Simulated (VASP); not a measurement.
Computed with PBEsol GGA, VASP's PBE PAW potentials (set 64) (plane waves; VASP 6.6.1).

VASP ran on this input.

File KPOINTS:
```
kpoints
0
gamma
 13 13 13
0 0 0
```

### INCAR
```
# general
SYSTEM  = RuSb
PREC    = Accurate
ENCUT   = 400   # plane-wave cut-off (eV)
LREAL   = F   # projection in real space or not
LASPH   = T   # aspherical one-centre terms

# electronic loop
EDIFF   = 1E-7   # SCF stop (eV)
NELM    = 100   # most electronic steps
ALGO    = Normal   # blocked Davidson
LMAXMIX = 4

# smearing
ISMEAR  = -5   # tetrahedra, Bloechl

# functional
GGA     = PS   # PBEsol

# ions
ISIF    = 2

# output
LWAVE   = F
LCHARG  = T
LORBIT  = 11   # lm-projected
NEDOS   = 601
```

### POSCAR
```
RuSb
3.2313150
  1.0000000930   0.0000000000   0.0000000000
  0.0000000000   1.0000000930   0.0000000000
  0.0000000000   0.0000000000   1.0000000930
Ru Sb
1 1
Cart
  0.0000000000   0.0000000000   0.0000000000
  0.5000000465   0.5000000465   0.5000000465
```

POTCAR, in this order: Ru_pv Sb (PBE.64 set). Program: vasp_std.

The run wrote:

### OSZICAR
```
       N       E                     dE             d eps       ncg     rms          rms(c)
DAV:   1     0.100234086666E+03    0.10023E+03   -0.89574E+03  2496   0.108E+03
DAV:   2    -0.123085135542E+02   -0.11254E+03   -0.11036E+03  2569   0.300E+02
DAV:   3    -0.147532891003E+02   -0.24448E+01   -0.24012E+01  2597   0.460E+01
DAV:   4    -0.147899594617E+02   -0.36670E-01   -0.36721E-01  2650   0.569E+00
DAV:   5    -0.147907457109E+02   -0.78625E-03   -0.78622E-03  2679   0.805E-01    0.107E+01
DAV:   6    -0.145970732509E+02    0.19367E+00   -0.20678E+00  2229   0.151E+01    0.399E+00
DAV:   7    -0.144751324185E+02    0.12194E+00   -0.53341E-01  2199   0.719E+00    0.344E+00
DAV:   8    -0.144500061654E+02    0.25126E-01   -0.80470E-02  2319   0.274E+00    0.254E-01
DAV:   9    -0.144496964296E+02    0.30974E-03   -0.91688E-04  2439   0.237E-01    0.160E-01
DAV:  10    -0.144495477199E+02    0.14871E-03   -0.30079E-04  2329   0.203E-01    0.231E-02
DAV:  11    -0.144495439586E+02    0.37613E-05   -0.12399E-05  2755   0.372E-02    0.505E-03
DAV:  12    -0.144495433419E+02    0.61668E-06   -0.53549E-07  2439   0.727E-03    0.211E-03
DAV:  13    -0.144495428428E+02    0.49909E-06   -0.11376E-07  1268   0.391E-03    0.323E-04
DAV:  14    -0.144495428736E+02   -0.30847E-07   -0.88613E-09  1182   0.832E-04
   1 F= -.14449543E+02 E0= -.14449543E+02  d E =0.000000E+00
```

File OUTCAR:
```
------------------------ aborting loop because EDIFF is reached ----------------------------------------
  FORCE on cell =-STRESS in cart. coord.  units (eV):
  Direction    XX          YY          ZZ          XY          YZ          ZX
  --------------------------------------------------------------------------------------
  Total       -0.0392396     -0.0392396     -0.0392396      0.0000000      0.0000000      0.0000000
  in kB       -1.8633640     -1.8633640     -1.8633640      0.0000000      0.0000000      0.0000000
  external PRESSURE =      -1.8633640 kB  Pullay stress =       0.0000000 kB
  volume of cell :       33.74
      direct lattice vectors                 reciprocal lattice vectors
     3.231315300  0.000000000  0.000000000     0.309471502  0.000000000  0.000000000
     0.000000000  3.231315300  0.000000000     0.000000000  0.309471502  0.000000000
     0.000000000  0.000000000  3.231315300     0.000000000  0.000000000  0.309471502
 POSITION                                       TOTAL-FORCE (eV/Angst)
 -----------------------------------------------------------------------------------
      0.00000      0.00000      0.00000         0.000000      0.000000      0.000000
      1.61566      1.61566      1.61566         0.000000      0.000000      0.000000
 -----------------------------------------------------------------------------------
    total drift:                                0.000000      0.000000      0.000000
  FREE ENERGIE OF THE ION-ELECTRON SYSTEM (eV)
  ---------------------------------------------------
  free  energy   TOTEN  =       -14.4495428736 eV

  energy  without entropy=      -14.4495428736  energy(sigma->0) =      -14.44954287

 total charge

# of ion       s       p       d       tot
------------------------------------------
    1        0.264   6.189   6.212  12.665
    2        1.141   1.196   0.113   2.450
--------------------------------------------------
tot          1.405   7.385   6.325  15.116
```
(Selected blocks of OUTCAR.)

For a metal the tetrahedron method with Blöchl corrections gives inexact stress and forces.

The structure was generated: RuSb was put into the CsCl type type (Pm-3m), which need not be its known phase. It was relaxed first, which changed the volume by -34 %. The electron count is odd and the run is not spin-polarised, which forces a metal.
